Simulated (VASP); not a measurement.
## MgO (Periclase): structure and properties in VASP

How well does optB86b-vdW reproduce what experiment finds for MgO (Periclase)? The cell is relaxed first, and properties follow on it. The steps: relaxing cell and atoms (optB86b-vdW), density, ELF and potential (optB86b-vdW), bands along the symmetry lines (optB86b-vdW), total and projected DOS (optB86b-vdW), zone-centre phonons (optB86b-vdW) and response to an electric field (optB86b-vdW). The start is a cell from a database of measured crystal structures.

Program: VASP 6.6.1. Level of theory: optB86b-vdW; plane waves and PAW (Mg, O). Results are calculated unless marked as measured.

Experimental background.

For MgO, rocksalt (phase in multiphase steam-pyrolysed phosphate tailings), “Study on Pyrolysis Characteristics of Phosphate Tailings under H2O Atmosphere” (2024, pmc:11084758) gives, by powder XRD, Rietveld refinement: lattice constant a 4.21322 ± 5e-05 Å [refined as one phase in multiphase pyrolysed phosphate tailings, not a pure sample].

For MgO, rocksalt (bulk crystal), “Electronic structure of alkaline earth and post-transition metal oxides” (2009, arxiv:0908.1581) quotes earlier work: band gap (literature experimental gap) 7.83 eV [Literature value based on experiment; other listed experimental values range from 7.7 to …].

For MgO, rocksalt (wedged single crystal slab, 295 K), “Infrared Optical Properties of Ferropericlase (Mg1-xFexO): Experiment and Theory” (2007, arxiv:0704.2267) gives, by infrared reflectance, oscillator fit: infrared mode (TO phonon at Gamma (T1u)) 396.5 cm⁻¹.

This is a report of a sequence of runs, with most program output left out.

The database entry behind the starting cell differs from later determinations by our own check (about 0.1 % long), so it need not match the best structure at ambient conditions.

## Step 1: The structure

Before any relaxation, the start is as follows. It takes space group Fm-3m (No. 225, cubic). The conventional cell has a = 4.217 Å, b = 4.217 Å, c = 4.217 Å, α = 90.00°, β = 90.00°, γ = 90.00°. Nearest to Mg lie 6 O at 2.11 Å. O has 6 Mg at 2.11 Å nearest. Farther neighbours and most contacts between anions are not listed.

## Step 2: Relaxing cell and atoms (optB86b-vdW)

The start need not lie at this functional's minimum. ISIF = 3 frees volume, shape and positions, and EDIFFG sets the threshold on forces and stress at which the search stops. optB86b-vdW pairs nonlocal correlation with a less repulsive exchange of B86b form. LUSE_VDW switches on a nonlocal correlation term for dispersion.

Input file INCAR:

```
SYSTEM = MgO
PREC = Accurate
ENCUT = 520
EDIFF = 1E-06
NELM = 100
ISMEAR = 0
SIGMA = 0.05
LREAL = .FALSE.
ALGO = Normal
GGA = MK
AGGAC = 0
LUSE_VDW = .TRUE.
PARAM1 = 0.1234
PARAM2 = 1
LASPH = .TRUE.
NBANDS = 10
LORBIT = 11
LWAVE = .FALSE.
LCHARG = .FALSE.
KPAR = 2
IBRION = 2
NSW = 60
ISIF = 3
EDIFFG = -0.01
```

Input file POSCAR:

```
MgO
1.0
    0.0000000000      2.1085000000      2.1085000000
    2.1085000000      0.0000000000      2.1085000000
    2.1085000000      2.1085000000      0.0000000000
Mg O
1 1
Direct
    0.0000000000      0.0000000000      0.0000000000
    0.5000000000      0.5000000000      0.5000000000
```

Input file KPOINTS:

```
Automatic mesh
0
Gamma
9 9 9
0 0 0
```

Potentials, in the order of the species: Mg and O (PBE family, release 64).

On the command line:

```sh
mpirun -np 2 vasp_std
```

Run time: 25 s. Hardware: 2 MPI ranks of AMD EPYC 7R43, shared host; peak memory 0.45 GiB; 48 s of CPU time.

The gap is read on the k-mesh alone, so it is an upper bound where the band edges lie off the mesh, and a coarse mesh can show a gap where there is none. The PAW data sets were made with PBE, which is usual practice but a small mismatch for other functionals. The run keeps the 48 symmetry operations of its start, so it cannot find a distortion of lower symmetry.

Relaxation path:

```tsv
step	energy less that of the first step (eV)	largest force (eV/Å)	pressure (GPa)	volume (Å³)
1	0.0000	0.0000	0.43	18.75
2	-0.0001	0.0000	-0.11	18.82
```

```tsv
conventional cell, symmetrised	before	after	change
a (Å)	4.217	4.222	+0.1 %
b (Å)	4.217	4.222	+0.1 %
c (Å)	4.217	4.222	+0.1 %
volume (Å³/atom)	9.37	9.41	+0.4 %
```

The relaxed structure:

```cif
data_structure
_symmetry_space_group_name_H-M 'P 1'
_symmetry_Int_Tables_number 1
_cell_length_a 2.9854
_cell_length_b 2.9854
_cell_length_c 2.9854
_cell_angle_alpha 60.000
_cell_angle_beta 60.000
_cell_angle_gamma 60.000
_cell_volume 18.82
loop_
_atom_site_label
_atom_site_type_symbol
_atom_site_fract_x
_atom_site_fract_y
_atom_site_fract_z
_atom_site_occupancy
Mg1 Mg 0.00000 0.00000 0.00000 1
O2 O 0.50000 0.50000 0.50000 1
```

Numbers from this step:

| Item | Value |
| --- | --- |
| electrons | 8 |
| bands | 10 |
| irreducible k-points | 35 |
| symmetry operations | 48 |
| free energy (TOTEN) | -9.200 eV |
| Fermi energy | 3.240 eV |
| pressure | -0.1098 GPa |
| metallic, judged on the points sampled | no |
| valence top at k | 0, 0, 0 |
| conduction bottom at k | 0, 0, 0 |
| least direct gap at k | 0, 0, 0 |
| SCF cycles over all ionic steps | 16 |
| gap on the k-mesh | 4.784 eV |
| least direct gap on the k-mesh | 4.784 eV |

It ends with forces that vanish by symmetry and a pressure of -0.11 GPa. The volume lies +0.4 % from that of the database's start.

## Step 3: Density, ELF and potential (optB86b-vdW)

A single point on the relaxed cell gives a clean self-consistent state, with density, ELF and potential written out.

Edit INCAR of step 2 so:

```diff
@@ -18,7 +18,5 @@
 LWAVE = .FALSE.
-LCHARG = .FALSE.
-KPAR = 2
-IBRION = 2
-NSW = 60
-ISIF = 3
-EDIFFG = -0.01
+LCHARG = .TRUE.
+ISIF = 2
+LELF = .TRUE.
+LVHAR = .TRUE.
```

Input file POSCAR:

```
MgO
1.0
    0.0000000000      2.1110313027      2.1110313027
    2.1110313027      0.0000000000      2.1110313027
    2.1110313027      2.1110313027      0.0000000000
Mg O
1 1
Direct
    0.0000000000      0.0000000000      0.0000000000
    0.5000000000      0.5000000000      0.5000000000
```

KPOINTS is that of step 2.

On the command line:

```sh
mpirun -np 2 vasp_std
```

It took 10 s on 2 MPI ranks; peak memory 0.37 GiB.

Numbers from this step:

* SCF cycles: 11
* pressure: -0.1561 GPa

Valence electrons inside each PAW sphere by angular momentum. Sphere charges, by row:

```tsv
atom	s (e)	p (e)	d (e)	tot (e)
Mg1	0.146	0.176	0.078	0.4
O2	1.536	3.556	0	5.092
```

Electrostatic potential energy in the ac plane of the conventional cell at fractional y = 0.000, with atoms of Mg and O within 0.2 Å of it. With pseudopotentials it is smooth inside the atoms' cores, unlike the true potential.

Ten even steps from '0' (-49 eV) to '9' (3 eV), each cell a mean:
```
55789500289865
66899954799876
78999999999988
99999988999999
79999876789998
14998655679972
01797654568940
02898655578950
47998766689995
99999887899999
89999999999998
67899987999987
56799721499865
45689400179765
```
Columns run along a (4.2 Å; values clipped at the 3rd and 97th percentile), rows up along c (4.2 Å), edges of the conventional cell, whose origin can differ from the input's. Atoms in or near the plane, at fractional coordinates: Mg at (0.00, 0.00), Mg at (0.50, 0.50), O at (0.50, 0.00), O at (0.00, 0.50).

Valence density in the ac plane of the conventional cell at fractional y = 0.000, with atoms of Mg and O within 0.2 Å of it. It is the smooth field of the valence electrons, not physical close to the nuclei.

Ten even steps from '_' (0.0 e/Å³) to '@' (7.5 e/Å³), each cell a mean:
```
__________::**%%==..________
__________..::--::__________
____________________________
____________________________
....______________________..
**--..__________________::==
@@**..__________________--%%
%%==..__________________::**
--::____________________..::
____________________________
____________________________
____________......__________
__________::==**--..________
__________--%%@@**..________
```
Columns run along a (4.2 Å), rows up along c (4.2 Å), edges of the conventional cell, whose origin can differ from the input's. Atoms in or near the plane, at fractional coordinates: Mg at (0.00, 0.00), Mg at (0.50, 0.50), O at (0.50, 0.00), O at (0.00, 0.50).

ELF in the ac plane of the conventional cell at fractional y = 0.000, with atoms of Mg and O within 0.2 Å of it. It is the smooth field of the valence electrons, not physical close to the nuclei.

Ten even steps from '0' (0.00) to '9' (0.81), each cell a mean:
```
00169987998400
00137999985200
43114799862124
87421366521258
99741112102689
89973000015899
58984000026997
79984000016998
99852000013799
98621244311479
65212588742136
21026899974111
00158998997300
00269975898400
```
Columns run along a (4.2 Å), rows up along c (4.2 Å), edges of the conventional cell, whose origin can differ from the input's. Atoms in or near the plane, at fractional coordinates: Mg at (0.00, 0.00), Mg at (0.50, 0.50), O at (0.50, 0.00), O at (0.00, 0.50).

In this run the pressure is -0.16 GPa, small enough to go on; single stress components reach 0.16 GPa.

## Step 4: Bands along the symmetry lines (optB86b-vdW)

The mesh alone shows little of the dispersion and can miss band extrema, so KPOINTS_OPT adds a path through the symmetry points after the self-consistent cycle.

Edit INCAR of step 3 so:

```diff
@@ -15,8 +15,6 @@
 LASPH = .TRUE.
-NBANDS = 10
+NBANDS = 16
 LORBIT = 11
 LWAVE = .FALSE.
-LCHARG = .TRUE.
-ISIF = 2
-LELF = .TRUE.
-LVHAR = .TRUE.
+LCHARG = .FALSE.
+KPAR = 2
```

POSCAR is that of step 3.

KPOINTS is that of step 3.

Input file KPOINTS_OPT:

```
Line mode
16
Line-mode
Reciprocal
  0.00000000   0.00000000   0.00000000 GAMMA
  0.50000000   0.00000000   0.50000000 X

  0.50000000   0.00000000   0.50000000 X
  0.50000000   0.25000000   0.75000000 W

  0.50000000   0.25000000   0.75000000 W
  0.37500000   0.37500000   0.75000000 K

  0.37500000   0.37500000   0.75000000 K
  0.00000000   0.00000000   0.00000000 GAMMA

  0.00000000   0.00000000   0.00000000 GAMMA
  0.50000000   0.50000000   0.50000000 L

  0.50000000   0.50000000   0.50000000 L
  0.62500000   0.25000000   0.62500000 U

  0.62500000   0.25000000   0.62500000 U
  0.50000000   0.25000000   0.75000000 W

  0.50000000   0.25000000   0.75000000 W
  0.50000000   0.50000000   0.50000000 L

  0.50000000   0.50000000   0.50000000 L
  0.37500000   0.37500000   0.75000000 K

  0.62500000   0.25000000   0.62500000 U
  0.50000000   0.00000000   0.50000000 X
```

On the command line:

```sh
mpirun -np 2 vasp_std
```

The job ended after 26 s (2 MPI ranks; peak memory 0.46 GiB; 51 s of CPU time).

Numbers from this step:

```yaml
bands: 16
fermi_energy: 3.356 eV
pressure: -0.1704 GPa
least_gap_on_mesh_and_path: 4.784 eV
least_direct_gap_on_mesh_and_path: 4.784 eV
```

The electronic bands at the labelled points (eV, zero at the valence-band top; v1 is the highest filled band, c1 the lowest empty one):

```tsv
point	v3	v2	v1	c1	c2
Γ	0.00	0.00	0.00	4.78	15.78
0.53 of the way	-2.78	-0.80	-0.80	8.36	10.95
X	-4.04	-1.34	-1.34	9.18	9.98
0.53 of the way	-3.71	-1.95	-1.57	10.15	10.96
W	-2.93	-2.93	-1.75	11.67	11.67
0.53 of the way	-3.34	-2.67	-1.41	10.63	11.89
K	-3.46	-2.68	-1.13	10.12	11.77
0.53 of the way	-2.72	-1.02	-0.34	7.90	12.15
Γ	0.00	0.00	0.00	4.78	15.78
0.47 of the way	-2.40	-0.30	-0.30	6.95	12.72
L	-4.57	-0.65	-0.65	7.94	12.60
0.47 of the way	-4.16	-1.60	-0.82	9.16	12.33
U	-3.46	-2.68	-1.13	10.12	11.77
0.47 of the way	-3.34	-2.67	-1.41	10.63	11.89
W	-2.93	-2.93	-1.75	11.67	11.67
0.47 of the way	-3.88	-2.03	-1.03	9.88	12.15
L	-4.57	-0.65	-0.65	7.94	12.60
0.47 of the way	-4.16	-1.60	-0.82	9.16	12.33
K	-3.46	-2.68	-1.13	10.12	11.77
jump to U	-3.46	-2.68	-1.13	10.12	11.77
0.47 of the way	-3.87	-1.84	-1.28	9.59	10.57
X	-4.04	-1.34	-1.34	9.18	9.98
```

Of the projections kept (Mg, O), the largest for each band there, as a share of the weight inside these atoms' spheres; weight between the spheres isn't counted:

```tsv
point	v3	v2	v1	c1	c2
Γ	O 0.98	O 0.98	O 0.98	O 0.52	Mg 1.00
X	O 0.84	O 0.93	O 0.93	Mg 1.00	Mg 0.90
W	O 0.88	O 0.88	O 0.90	O 0.68	O 0.68
K	O 0.86	O 0.87	O 0.94	Mg 0.68	Mg 0.67
Γ	O 0.98	O 0.98	O 0.98	O 0.52	Mg 1.00
L	O 0.79	O 0.96	O 0.96	Mg 0.62	O 0.72
```

The path finds the gap of the mesh within 0.02 eV, so the mesh comes close to both band edges.

## Step 5: Total and projected DOS (optB86b-vdW)

Here the states are counted by energy and projected on the atoms. The mesh is finer than in the run before.

Edit INCAR of step 4 so:

```diff
@@ -5,3 +5,3 @@
 NELM = 100
-ISMEAR = 0
+ISMEAR = -5
 SIGMA = 0.05
@@ -20 +20,2 @@
 KPAR = 2
+NEDOS = 2001
```

POSCAR is that of step 4.

Input file KPOINTS:

```
Automatic mesh
0
Gamma
13 13 13
0 0 0
```

On the command line:

```sh
mpirun -np 2 vasp_std
```

Wall time 23 s (2 MPI ranks); peak memory 0.48 GiB.

This step gave:

- irreducible k-points: 84
- free energy (TOTEN): -9.201 eV
- Fermi energy: 3.036 eV
- pressure: -0.1706 GPa

The density of states has structure finer than the step of the table below, so its rows give means over 1 eV, whole bins alone (the curve runs from -12.0 to 12.7 eV). Peaks (eV: height): total -3.6: 2.70, -0.7: 3.00, 10.2: 1.00, 12.1: 1.8; O p -3.6: 1.27, -0.7: 2.08, 12.1: 0.563; Mg p -3.6: 0.0972, -1.3: 0.0766, 10.2: 0.0695, 11.9: 0.0617; Mg s -3.5: 0.127, 10.2: 0.0984, 12.4: 0.188; O s -3.5: 0.0281, 8.1: 0.0578.

States under -12.0 eV and over 12.7 eV are left out. Density of states against energy, zero at the valence-band top; means over each step; values in states/eV/cell:

```tsv
energy (eV)	total	O p	Mg p	Mg s	O s
-6	0	0	0	0	0
-5	0.00571	0.00249	1.4e-5	5.6e-4	7.8e-6
-4	1.15	0.533	0.0356	0.0641	0.00898
-3	0.844	0.419	0.0252	0.0380	0.0137
-2	1.05	0.611	0.0392	0.0146	0.00678
-1	2.51	1.68	0.0504	0.0102	0.00284
0	0.437	0.314	0.00562	1.3e-4	1.7e-4
1	0	0	0	0	0
2	0	0	0	0	0
3	0	0	0	0	0
4	0	0	0	0	0
5	0.0110	8.0e-4	1.0e-4	0.00231	0.00251
6	0.0553	0.00753	0.00131	0.0102	0.0109
7	0.125	0.0222	0.00555	0.0191	0.0208
8	0.347	0.0505	0.0338	0.0305	0.0445
9	0.519	0.0804	0.0515	0.0353	0.0490
10	0.880	0.116	0.0610	0.0664	0.0416
11	0.636	0.107	0.0222	0.0667	0.0117
12	1.37	0.384	0.0460	0.125	0.00352
```

The gap on this mesh is 4.78 eV. In the top eV of the valence band the largest shares in the PAW spheres are O p 70 %; in the lowest eV of the conduction band, O s 22 %, Mg s 21 % and O p 9 %. The rest lies in smaller channels or between the spheres.

## Step 6: Zone-centre phonons (optB86b-vdW)

Zone-centre modes test whether the atoms sit at a minimum within this cell. IBRION = 6 takes the force constants from differences of forces between displaced cells, so the forces must be tight.

Input file INCAR:

```
SYSTEM = MgO
PREC = Accurate
ENCUT = 520
EDIFF = 1E-08
NELM = 100
ISMEAR = 0
SIGMA = 0.05
LREAL = .FALSE.
ALGO = Normal
GGA = MK
AGGAC = 0
LUSE_VDW = .TRUE.
PARAM1 = 0.1234
PARAM2 = 1
LASPH = .TRUE.
NBANDS = 10
LORBIT = 11
LWAVE = .FALSE.
LCHARG = .FALSE.
KPAR = 2
IBRION = 6
NFREE = 2
POTIM = 0.015
ISIF = 2
NSW = 1
```

POSCAR is that of step 5.

Input file KPOINTS:

```
Automatic mesh
0
Gamma
9 9 9
0 0 0
```

On the command line:

```sh
mpirun -np 2 vasp_std
```

Wall time 75 s (2 MPI ranks); peak memory 0.48 GiB.

The last energy, forces, stress and levels in OUTCAR belong to the last displaced cell, not to the cell of POSCAR.

Numbers from this step:

* bands: 10
* irreducible k-points: 35
* pressure of the cell: -0.1066 GPa
* largest force of the cell: 0 eV/Å

Transverse limit, no LO-TO splitting. Modes at Γ, with each element's share of the kinetic energy:

```tsv
mode	frequency (cm⁻¹)	symmetry	Mg %	O %
1	-0.1	acoustic	60	40
2	-0.1	acoustic	60	40
3	-0.1	acoustic	60	40
4	394.0	T1u	40	60
5	394.0	T1u	40	60
6	394.0	T1u	40	60
```

Displacements in mode 4 (394.0 cm⁻¹), the largest set to 1:
```
Mg1  0.00  0.00 -0.66
O2   0.00  0.00  1.00
```

The three acoustic modes lie within 0.1 cm⁻¹ of zero, and all others are real. By the characters of their eigenvectors the optical modes sort into (cm⁻¹) infrared active: T1u 394.

## Step 7: Response to an electric field (optB86b-vdW)

The response to a static field gives the electronic dielectric tensor and the Born charges. It needs tightly converged orbitals, hence the small EDIFF.

Input file INCAR:

```
SYSTEM = MgO
PREC = Accurate
ENCUT = 520
EDIFF = 1E-07
NELM = 100
ISMEAR = 0
SIGMA = 0.01
LREAL = .FALSE.
ALGO = Normal
GGA = MK
AGGAC = 0
LUSE_VDW = .TRUE.
PARAM1 = 0.1234
PARAM2 = 1
LASPH = .TRUE.
NBANDS = 10
LORBIT = 11
LWAVE = .FALSE.
LCHARG = .FALSE.
LCALCEPS = .TRUE.
LPEAD = .TRUE.
```

POSCAR is that of step 6.

Input file KPOINTS:

```
Automatic mesh
0
Gamma
7 7 7
0 0 0
```

On the command line:

```sh
mpirun -np 2 vasp_std
```

Run time: 6 min. Hardware: 2 MPI ranks; peak memory 0.49 GiB.

Energies printed during the response cycles are not total energies of the cell.

This step gave:

| Property | Result |
| --- | --- |
| irreducible k-points | 20 |

Electronic dielectric tensor with local fields:

```
3.07 0.00 0.00
0.00 3.07 0.00
0.00 0.00 3.07
```

Born effective charge (e), principal values of the symmetric part by kind of site:

```tsv
atom	atoms with these values	low	middle	high	mean
Mg1	1	1.92	1.92	1.92	1.92
O2	1	-1.92	-1.92	-1.92	-1.92
```

In full for Mg1:

```
1.92 0.00 0.00
0.00 1.92 0.00
0.00 0.00 1.92
```

The Born charges sum to zero; the printed set may have that rule imposed, so this is no test. Born charges and mode vectors give each infrared mode its dipole; summed over the modes, dipole squared over frequency squared adds 6.42 to the electronic 3.07, for a mean static constant of 9.49. With one infrared mode the Lyddane-Sachs-Teller relation, LO/TO = (ε0/ε∞)^½, puts the longitudinal line at 693 cm⁻¹. The mean Born charge of O, -1.92 e, lies near its nominal -2, though a dynamic charge doesn't by itself measure how ionic a bond is.

## Step 8: Outcome

- relaxed volume: 9.408 Å³/atom
- relaxed conventional cell a, b, c: 4.222, 4.222, 4.222 Å
- space group after relaxing, within 0.02 Å: Fm-3m (No. 225)
- band gap: 4.78 eV, direct
- gap among the points of the DOS mesh alone, an upper bound: 4.78 eV
- highest zone-centre mode: 394 cm⁻¹
- static dielectric constant from modes and Born charges, mean: 9.49
- LO mode by the Lyddane-Sachs-Teller relation: 693 cm⁻¹
- electronic dielectric constant, mean: 3.07

What this shows: With optB86b-vdW, MgO (Periclase) relaxes to 9.408 Å³/atom in space group Fm-3m (held by the symmetry of the run) and has a direct gap of 4.78 eV. Against the listed cell the volume lies +0.4 %. Bands along the symmetry lines (optB86b-vdW): The path shows a direct gap of 4.78 eV (valence top at Γ, conduction bottom at Γ). Zone-centre phonons (optB86b-vdW): The highest mode in this list at Γ, 394.0 cm⁻¹, has its largest share on O (60 % of the kinetic energy). Response to an electric field (optB86b-vdW): The electronic dielectric tensor with local fields is isotropic, 3.07. Response to an electric field (optB86b-vdW): Mean Born effective charge: Mg1 1.92, O2 -1.92 e. Semilocal functionals usually underestimate gaps. Modes at Γ alone can't show that the crystal is stable at other wave vectors, and the LO-TO splitting is not included. No search among competing phases was made, and a listed structure need not be the one stable at ambient conditions. All values are for a static lattice at zero temperature.

Computed beside measured:

| quantity | measured | optB86b-vdW |
| --- | --- | --- |
| lattice constant a (Å) | 4.21322 | 4.222 (+0.2 %) |
| band gap (least gap) (eV) | 7.83 | 4.78 (-3.05 eV) |
| infrared mode, TO phonon at Gamma (T1u) (cm⁻¹) | 396.5 | 394 (-0.6 %) |

Measured values from pmc:11084758 (2024), arxiv:0908.1581 (2009) and arxiv:0704.2267 (2007).

How well it matches: The lattice constant a is off by +0.2 %: good agreement. The band gap is off by -3.05 eV: a clear miss. Local and semilocal functionals usually give gaps below the measured ones. Zero-point and thermal motion shift the measured gap. The infrared mode is off by -0.6 %: good agreement. The grades are ours: good and fair within 0.7 and 1.5 % for the lattice constant a and 3 and 7 % for the infrared mode. Zero-point motion and thermal expansion (measured at up to 295 K) are not in the computed lattice constants and infrared mode.

[Lines on the potential files, build, host, timing and source positions are cut from VASP's logs without a mark.]

[Logs are printed without paths, hosts, clocks, repeated set-up lines and the standing remarks that a program may print on its own settings, such as how far it seeks lower states.]

[Hosts, paths, dates, database ids (printed as entryN), source tags and the programs' standing remarks are cut or masked in the printed files.]

[A measured line is paired with the nearest computed mode of its activity, which favours agreement.]

[In band tables of VASP the shares of atoms and orbitals are scaled to a sum of 1 inside the atoms' spheres.]
